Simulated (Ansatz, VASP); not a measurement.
## HfPbSO2 in two plane-wave programs

Aim: how closely do two programs agree when they are given the same cell, functional and k mesh? The cell is generated by rule, not measured, and may not be a known phase. The cell is taken from a series of runs on this material, whose earlier steps may have relaxed, scaled, displaced or heated it; both programs get it as it stands.

Main program and level: Ansatz 0.2.0; plane waves, with VASP 6.6.1 beside it; zone-centre phonons at PBEsol.

The structure was built from a prototype and need not be the compound's stable phase.

### Step 1. Set-up

Symmetry: P-4m2, No. 115, tetragonal system. The conventional cell has a = 4.040 Å, b = 4.040 Å, c = 5.201 Å, α = 90.00°, β = 90.00°, γ = 90.00°. Nearest to Hf lie 4 O at 2.05 Å and 2 S at 2.60 Å. Pb has 4 S at 2.86 Å nearest. S has 2 Hf at 2.60 Å and 4 Pb at 2.86 Å nearest. Nearest to O lie 2 Hf at 2.05 Å. Farther neighbours and most contacts between anions are not listed.

### Step 2. Ansatz: zone-centre phonons, PBEsol

Ansatz runs on its default PAW (the set named soft_2) files.

Second derivatives magnify differences that forces hide, and they need a tight electronic threshold.

File input.yaml:

```yaml
crystal:
  lattice:
    - [4.0398036017, 0.0, 0.0]
    - [0.0, 4.0398036017, 0.0]
    - [0.0, 0.0, 5.2006333057]
  atoms:
    - { symbol: Hf, position: [0.5, 0.5, 0.5] }
    - { symbol: Pb, position: [0.0, 0.0, 0.0] }
    - { symbol: S, position: [0.5, 0.5, 0.0] }
    - { symbol: O, position: [0.5, 0.0, 0.564986303] }
    - { symbol: O, position: [0.0, 0.5, 0.435013697] }
kpoints:
  mp_grid: { grid: [6, 6, 6] }
hamiltonian:
  xc: pbesol
scf:
  occupations: { method: fixed }
output:
  eigenvalues: true
phonons:
  method: dfpt
  dielectric: true
  rigid_motions: translations
```

Launch:

```sh
ansatz run input.yaml --threads 8 --pin off --max-ram 14336MiB --backend cpu --events-out ev --progress --plain --runs-dir out
```

Numbers of over 12 decimals in the logs are rounded to 6 here.

Log:

```text
Engine: ansatz 0.2.0, x86_64-unknown-linux-gnu
Pseudopotentials: kind: paw
Pseudopotential: Hf, paw, valence charge 26, recommended cutoff 420 eV (normal), Hf.paw.azcp
Pseudopotential: Pb, paw, valence charge 14, recommended cutoff 420 eV (normal), Pb.paw.azcp
Pseudopotential: S, paw, valence charge 6, recommended cutoff 420 eV (normal), S.paw.azcp
Pseudopotential: O, paw, valence charge 6, recommended cutoff 420 eV (normal), O.paw.azcp
Functional definition: PBEsol
  exchange = pbesol_x
  correlation = pbesol_c
Crystal: 5 atoms, lattice volume = 84.874 Å³
Basis set: ecut = 420 eV, 1641 PW (Γ), exchange–correlation on 60×60×72 points (8 copies of the dense FFT grid, shifted against one another)
Bands: 35, of which v1, the nominal top of the filled ones, is band 29 counted from 1 (28 counted from 0)
Symmetry: 8 space group operations
k-points: 112 of 216 (irreducible under 1 space group operation, time reversal used)
Non-local potential: Hf, projectors of the file, l = 0: 3, l = 1: 2, l = 2: 2, l = 3: 3
Non-local potential: Pb, projectors of the file, l = 0: 2, l = 1: 2, l = 2: 2, l = 3: 2
Non-local potential: S, projectors of the file, l = 0: 2, l = 1: 2, l = 2: 2
Non-local potential: O, projectors of the file, l = 0: 2, l = 1: 2, l = 2: 1
PAW form: soft (Blöchl's): semilocal exchange-correlation on the pseudo side does not see the compensation charge
PAW frozen core: Hf, regenerated for the run's functional, and the local potential with it (the file was generated under x = pbe(κ = 0.804, μ = 0.219515), c = pbe(β = 0.066725))
PAW frozen core: Pb, regenerated for the run's functional, and the local potential with it (the file was generated under x = pbe(κ = 0.804, μ = 0.219515), c = pbe(β = 0.066725))
PAW frozen core: S, regenerated for the run's functional, and the local potential with it (the file was generated under x = pbe(κ = 0.804, μ = 0.219515), c = pbe(β = 0.066725))
PAW frozen core: O, regenerated for the run's functional, and the local potential with it (the file was generated under x = pbe(κ = 0.804, μ = 0.219515), c = pbe(β = 0.066725))
PAW one-centre angular grid: Hf, 590 points (default); XC on 64 Gauss nodes
PAW one-centre angular grid: Pb, 590 points (default); XC on 64 Gauss nodes
PAW one-centre angular grid: S, 110 points (default); XC on 64 Gauss nodes
PAW one-centre angular grid: O, 110 points (default); XC on 64 Gauss nodes
Initial density: superposition of atomic densities (neutral atoms: chi_scale 0, normalization atom), corrected by the library's trained network
Initial wavefunctions: pseudopotential atomic-orbital guess
Functional: x = pbesol(κ = 0.804, μ = 0.123457), c = pbesol(β = 0.046)
SCF iter   1: F=—  HF=-29364.548124 eV  |F-HF|=—  |Δ(HF+E_count)|=         —  Δρ=1.24e-2  dr2=1.29e-1  ethr=1.77e-3  ⟨swp⟩=4.9  Hψ=13238  notcnv=0  defer=407
preconditioner: auto → Resta (q_TF=auto, 2.561 Å⁻¹)  ε∞=5.4  [insulator: Δε(μ)=1.235 eV  Ē_g=13.625 eV  n_scr=28 (ndim 8)  ℏωp=28.5 eV  f_vac=0.013  ε∞_Penn≈5.4]
SCF iter   2: F=—  HF=-29364.519682 eV  |F-HF|=—  |Δ(HF+E_count)|=   2.84e-2  Δρ=3.74e-3  dr2=1.58e-2  ethr=2.22e-4  ⟨swp⟩=2.0  Hψ=6546  notcnv=0  defer=440
SCF iter   3: F=—  HF=-29364.516463 eV  |F-HF|=—  |Δ(HF+E_count)|=   3.22e-3  Δρ=1.53e-3  dr2=3.46e-3  ethr=2.73e-5  ⟨swp⟩=2.0  Hψ=5606  notcnv=0  defer=444
SCF iter   4: F=—  HF=-29364.515633 eV  |F-HF|=—  |Δ(HF+E_count)|=   8.30e-4  Δρ=6.23e-4  dr2=6.28e-4  ethr=5.96e-6  ⟨swp⟩=2.0  Hψ=4997  notcnv=0  defer=444
SCF iter   5: F=—  HF=-29364.515443 eV  |F-HF|=—  |Δ(HF+E_count)|=   1.90e-4  Δρ=1.95e-4  dr2=8.73e-5  ethr=1.08e-6  ⟨swp⟩=2.0  Hψ=5599  notcnv=0  defer=442
SCF iter   6: F=—  HF=-29364.515403 eV  |F-HF|=—  |Δ(HF+E_count)|=   4.01e-5  Δρ=7.94e-5  dr2=9.27e-6  ethr=1.51e-7  ⟨swp⟩=2.0  Hψ=6953  notcnv=0  defer=252
SCF iter   7: F=—  HF=-29364.515409 eV  |F-HF|=—  |Δ(HF+E_count)|=   6.25e-6  Δρ=2.14e-5  dr2=7.41e-7  ethr=1.60e-8  ⟨swp⟩=2.0  Hψ=6991  notcnv=0  defer=188
SCF iter   8: F=—  HF=-29364.515404 eV  |F-HF|=—  |Δ(HF+E_count)|=   5.73e-6  Δρ=4.74e-6  dr2=2.78e-8  ethr=1.28e-9  ⟨swp⟩=2.0  Hψ=5369  notcnv=0  defer=169
SCF iter   9: F=—  HF=-29364.515404 eV  |F-HF|=—  |Δ(HF+E_count)|=   2.76e-8  Δρ=1.80e-6  dr2=3.03e-9  ethr=4.79e-11  ⟨swp⟩=2.0  Hψ=6943  notcnv=0  defer=169
SCF iter  10: F=—  HF=-29364.515404 eV  |F-HF|=—  |Δ(HF+E_count)|=   1.34e-9  Δρ=4.25e-7  dr2=1.01e-10  ethr=5.22e-12  ⟨swp⟩=2.0  Hψ=6994  notcnv=0  defer=169
SCF iter  11: F=-29364.515404 eV  HF=-29364.515404 eV  |F-HF|=1.46e-11  |Δ(HF+E_count)|=  2.55e-11  Δρ=1.13e-7  dr2=1.00e-11  ethr=1.00e-12  ⟨swp⟩=11.9  Hψ=23765  notcnv=0
SCF 1 converged in 11 iterations: F = -29364.515404 eV  dr2 = 1.00e-11
  greatest PAW one-centre occupation: 0.998 electrons in one spin orbital (limit 2), on the Hf atom at site 0 (counted from 0), in its partial waves of l = 3
DFPT response loops at Γ: preconditioner auto → Resta (q_TF=auto, 2.561 Å⁻¹)  ε∞=6.7 (no band partly filled); β = 1.00, the filter's whole step (`scf.mixing.beta` (0.50) is not read by the response loops at its default; to damp them type it under 1.00, their step now; it binds the ground state too); Broyden in place of MSR1
── the response to a field inside a basis, on 10×10×8 k-points: an SCF that follows is theirs, and a resumed run solves both again ──
Bands: 30, of which v1, the nominal top of the filled ones, is band 29 counted from 1 (28 counted from 0)
k-points: 60
Initial density: handed on by an earlier stage of this run
Initial wavefunctions: pseudopotential atomic-orbital guess (no wavefunctions were taken with the density)
Eigensolver: Dense (60 Hₖ)
SCF iter   1: F=—  HF=-29364.499688 eV  |F-HF|=—  |Δ(HF+E_count)|=         —  Δρ=3.65e-4  dr2=2.37e-5  ethr=1.00e-1
preconditioner: auto → Resta (q_TF=auto, 2.561 Å⁻¹)  ε∞=5.5  [insulator: Δε(μ)=1.600 eV  Ē_g=14.240 eV  n_scr=28 (ndim 8)  ℏωp=30.2 eV  f_vac=0.013  ε∞_Penn≈5.5]
SCF iter   2: F=—  HF=-29364.499687 eV  |F-HF|=—  |Δ(HF+E_count)|=   1.13e-6  Δρ=1.74e-4  dr2=1.19e-5  ethr=4.09e-8
SCF iter   3: F=—  HF=-29364.499687 eV  |F-HF|=—  |Δ(HF+E_count)|=   2.50e-7  Δρ=9.02e-5  dr2=1.37e-6  ethr=2.06e-8
SCF iter   4: F=-29364.499687 eV  HF=-29364.499687 eV  |F-HF|=2.69e-10  |Δ(HF+E_count)|=   3.16e-7  Δρ=6.29e-6  dr2=3.22e-8  ethr=2.36e-9
SCF 1 converged in 4 iterations: F = -29364.499687 eV  dr2 = 3.22e-8
  greatest PAW one-centre occupation: 0.999 electrons in one spin orbital (limit 2), on the Hf atom at site 0 (counted from 0), in its partial waves of l = 0
DFPT response loops at Γ: preconditioner auto → Resta (q_TF=auto, 2.561 Å⁻¹)  ε∞=6.1 (no band partly filled); β = 1.00, the filter's whole step (`scf.mixing.beta` (0.50) is not read by the response loops at its default; to damp them type it under 1.00, their step now; it binds the ground state too); Broyden in place of MSR1
WARN: field response: ε∞ stands inside a basis, on 10×10×8 points; the force constants stand on the 6×6×6 k-mesh, whose period is 8.84 times the interband length at k = (0.0000, -0.5000, -0.5000), direct gap 2.150 eV, under 14: take them and everything formed from them as unconverged, and compare with a denser kpoints.mp_grid
SCF converged after 11 iterations
Free energy (F): -29364.515404 eV
Harris-Foulkes:  -29364.515404 eV  (|F-HF|=1.46e-11)
Internal energy: -29364.515404 eV  (E = F + TS)
E sigma→0 (E₀):  -29364.515404 eV
Fermi energy:    11.108556 eV
--- Per-component energies (eV) ---
  E_band       = -143.758158
  E_kinetic    = 1163.426124
  E_local      = -8663.507015  (includes V_loc(G=0)·N_el)
  E_nonlocal   = -759.677743
  E_hartree    = 3887.342213
  E_xc         = -759.125963
  E_vxc        = -673.556951  (∫ρ·V_xc dr)
  E_paw        = -17948.192337  (= ΣΔE_a)
  E_vpaw       = 1014.868199  (= ΣTr[D̂ρ^β])
  E_aug_tail   = 0.004950  (compensation charges beyond the density's cutoff)
  E_ewald      = -6286.231366
  E_core_change = 1.445733  (= ΣΔE_core)
  E_smearing   = -0.000000  (= −TS)
  E_closure    = 0.000000  (closes the sum)
  Σ components = -29364.515404   (vs F -29364.515404, Δ=0.00e0)
--- Band table (eV; the first three rows and the last of 112) ---
  k-point 0: bands = [... 25 lower, 8.9983, 9.3365, 9.3365, 10.0215, 14.2880, 14.3245, 14.3245, 14.4104, ... 2 higher]
  k-point 1: bands = [... 25 lower, 8.8436, 9.4905, 9.4905, 9.5432, 14.2075, 14.4172, 14.5840, 14.5840, ... 2 higher]
  k-point 2: bands = [... 25 lower, 8.8340, 9.1154, 9.6572, 9.6572, 13.3822, 14.4308, 15.2118, 15.2118, ... 2 higher]
  k-point 111: bands = [... 25 lower, 7.2183, 9.4118, 9.4118, 10.3563, 14.6840, 15.4566, 15.4566, 17.1908, ... 2 higher]
--- Phonons (Γ-DFPT): 9 representative perturbations + reference, on 112 of 216 k-points (Σ response iterations 34) ---
  k mesh reduced under 1 symmetry operation, with k and −k counted as one. Each operation leaves every solved perturbation unchanged. A smaller set is not considered because the run solves the response to a homogeneous field
  ASR residual: 6.503e-5 → 0.000e0 eV/Å²; symmetrization residual: 9.402e-6 eV/Å²
  ASR residual per site (eV/Å²): 1.75e-5 5.46e-5 6.50e-5 3.14e-5 3.14e-5
  Γ frequencies (cm⁻¹): -74.05 0.00 0.00 0.00 30.54 30.54 152.55 152.55 185.51 185.51 211.01 245.76 333.91 482.95 482.95
  ε∞ (high-frequency dielectric tensor):
       11.087890    -0.000000     0.000000
       -0.000000    11.087890    -0.000000
        0.000000    -0.000000     6.860329
  softest optical mode at Γ: -74.05 cm⁻¹; the repairs (sum rule, projections) moved no ω² at Γ by more than (1.72 cm⁻¹)²
  Born effective charges Z* (e; rows j = field, columns β = displacement):
    site 0:
         6.01931    0.00000    0.00000
         0.00000    6.01931   -0.00000
         0.00000    0.00000    5.21662
    site 1:
         5.26807   -0.00000    0.00000
        -0.00000    5.26807   -0.00000
         0.00000   -0.00000    2.63622
    site 2:
        -4.03132    0.00000   -0.00000
         0.00000   -4.03132    0.00000
        -0.00000    0.00000   -3.08451
    site 3:
        -1.66030    0.00000   -0.00000
        -0.00000   -5.59576   -0.00000
        -0.00000   -0.00000   -2.38417
    site 4:
        -5.59576    0.00000   -0.00000
         0.00000   -1.66030    0.00000
        -0.00000    0.00000   -2.38417
  Z* charge neutrality: 3.414e-3 e pre-enforcement
  solved inside a basis spanned on kpoints, on 10×10×8 k-points transformed towards the longest dipole: ε∞ is read to err by 5.7e-2, Z* by 7.0e-2 e (field_mesh: kpoints solves on kpoints); Z* is corrected for what the basis lacks
  optical modes at Γ without the LO–TO term, one row a degenerate level:
      ω (cm⁻¹)  modes    IR ((D/Å)²/amu)
        -74.05      1             5.3162
         30.54      2             6.9109
        152.55      2            60.4655
        185.51      2             0.2586
        211.01      1            22.1771
        245.76      1             0.0000
[...]
optical modes at Γ + LO–TO along q̂ = [1.0000, 0.0000, 0.0000]:
      ω (cm⁻¹)  modes    IR ((D/Å)²/amu)
[...]
optical modes at Γ + LO–TO along q̂ = [0.0000, 1.0000, 0.0000]:
      ω (cm⁻¹)  modes    IR ((D/Å)²/amu)
[...]
optical modes at Γ + LO–TO along q̂ = [0.0000, 0.0000, 1.0000]:
      ω (cm⁻¹)  modes    IR ((D/Å)²/amu)
         30.54      2             6.9109
         35.76      1             0.5817
        152.55      2            60.4655
        185.51      2             0.2586
        245.76      1             0.0000
        333.37      1             0.2498
        372.79      1            26.6999
        482.95      2            69.5576
```

In the SCF lines HF is the Harris–Foulkes energy and dr2 the Hartree energy of the density residual, in eV; the loop may stop once dr2 is under the threshold and the program's other checks hold. Hψ counts applications of the Hamiltonian.

(Part 1 of 3 ends here.)

[Lines on the potential files, build, host, timing and source positions are cut from VASP's logs without a mark.]

[Logs are printed without paths, hosts, clocks, repeated set-up lines and the standing remarks that a program may print on its own settings, such as how far it seeks lower states.]

[Hosts, paths, dates, database ids (printed as entryN), source tags and the programs' standing remarks are cut or masked in the printed files.]
